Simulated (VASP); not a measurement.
Ti2TeS, 8 atoms in the cell. The structure is orthorhombic, space group Pmma (No. 51). The conventional cell has a = 5.328 Å, b = 4.258 Å, c = 7.580 Å, α = 90.00°, β = 90.00°, γ = 90.00°. Around Ti (site symmetry 2/m) lie 6 Ti at 2.60 to 2.66 Å and 2 S at 2.95 Å. Ti (site symmetry mm2) is surrounded by 4 Ti at 2.60 Å and 1 Te at 2.83 Å and 2 S at 2.88 Å. Around Te (site symmetry mm2) lie 3 Ti at 2.83 to 3.03 Å. S (site symmetry mm2) has 4 Ti at 2.88 to 2.95 Å as nearest neighbours. The cell was built by a generator and needn't be a form met in nature.

```yaml
Program: VASP 6.6.1
Task: relaxation of cell and atoms
Functional: PBE
Potentials_or_basis: VASP PAW PBE potentials, release 64 (Ti_sv, Te, S)
Cutoff: 520 eV
k_mesh: 3 × 3 × 2
Occupations: gaussian, width 0.15 eV
Spin: no spin polarisation
Further_INCAR_settings: PREC = Normal; ALGO = Fast; EDIFF = 0.0001; IBRION = 2; EDIFFG = -0.08; NSW = 24; ISIF = 3
```

Potentials or basis: VASP PAW PBE potentials, release 64 (Ti_sv, Te, S).

Run with:

```bash
$ cat potpaw_PBE.64/Ti_sv/POTCAR potpaw_PBE.64/Te/POTCAR potpaw_PBE.64/S/POTCAR > POTCAR
$ mpirun -np 1 vasp_std > vasp.out
```

Hardware: 1 thread of AMD EPYC 9R14 (Zen 4) (shared host).

Problem. How long does it take, and how much memory?

Solution. Wall time 9 min on 1 thread of AMD EPYC 9R14 (Zen 4), on a shared host, peak memory 0.19 GiB. Counts: scf iterations 288, k points 8, ion steps 20.
